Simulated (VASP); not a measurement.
A run of VASP 6.6.1:

INCAR

```
SYSTEM = Zn4Te3O
ALGO     = Fast           ! electronic algorithm
EDIFF    = 1E-5           ! SCF threshold, eV
EDIFFG   = -0.03          ! ionic threshold
ENCUT    = 520            ! plane-wave cutoff, eV
GGA      = PE             ! functional
IBRION   = 2              ! ionic algorithm
ISIF     = 3              ! what is computed and relaxed
ISMEAR   = 0              ! smearing method
ISYM     = 0            
KPAR     = 2            
LASPH    = .TRUE.         ! aspherical terms in the spheres
LCHARG   = .FALSE.        ! write CHGCAR
LREAL    = Auto         
LWAVE    = .FALSE.        ! write WAVECAR
NELM     = 80             ! most SCF steps
NSW      = 110            ! ionic steps
PREC     = Normal         ! precision mode
SIGMA    = 0.15           ! smearing width, eV
```

The input KPOINTS:

```
k-points
0
G
  4 4 4
  0 0 0
```

The input POSCAR:

```
Zn4Te3O
1.0
    5.8496376400     -0.0333724300      0.0051217300
   -0.0333724300      5.8434223500      0.0128684400
    0.0051217300      0.0128684400      5.6364640600
Zn Te O
4 3 1
Direct
    0.2092461100      0.7964081200      0.7787770800
    0.7931742300      0.7801884500      0.2129441800
    0.7934523300      0.2006361200      0.8006155800
    0.2077197100      0.1964062900      0.2127026600
    0.5042966600      0.9999753300      0.5020015300
    0.9904403800      0.4983151000      0.5012677800
    0.4980854500      0.4980078700      0.0053569800
    0.0010338700      0.0022346600      0.0014789000
```

Potentials or basis: VASP PAW PBE potentials, release 64 (Zn, Te, O).

Launch:

```sh
$ cat potpaw_PBE.64/Zn/POTCAR potpaw_PBE.64/Te/POTCAR potpaw_PBE.64/O/POTCAR > POTCAR
$ mpirun -np 2 vasp_std > vasp.out
```

Hardware: 2 MPI ranks on Intel(R) Xeon(R) Platinum 8488C (Sapphire Rapids) (shared host).

Question: How long does it take, and how much memory?

Answer: Run time: 18 min on 2 MPI ranks on Intel(R) Xeon(R) Platinum 8488C (Sapphire Rapids), with other jobs on the host, peak memory 0.32 GiB a rank. Counts: scf iterations 161, k points 36, ion steps 25.
